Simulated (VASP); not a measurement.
Here is the system:

```xyz
2
Lattice="2.8800 0.0000 0.0000 0.0000 2.8800 0.0000 0.0000 0.0000 2.8800" Properties=species:S:1:pos:R:3 pbc="T T T"
Cr     0.0000     0.0000     0.0000
Cr     1.4400     1.4400     1.4400
```
Starting moments (μB, in the order of the record's atoms Cr Cr): 1.5 -1.5.

Computed with PBE GGA with D4 dispersion, VASP's PBE PAW potentials (set 64) (plane waves; VASP). Settings: 400 eV cut-off, 11×11×11 Γ-centred mesh, first-order Methfessel-Paxton smearing of 0.10 eV, potentials Cr_pv.

**Question.** Give the stress tensor in GPa (positive for a compressed cell).

**Answer.** 
```
-9.82   0.00   0.00
 0.00  -9.82   0.00
 0.00   0.00  -9.82
```
The pressure is its mean diagonal, -9.82 GPa.

The compound is Cr in the bcc, AFM order structure. The cell was not relaxed at this level. The run is one of a series of settings (IVDW = 13 against the base run), some of them coarse on purpose.
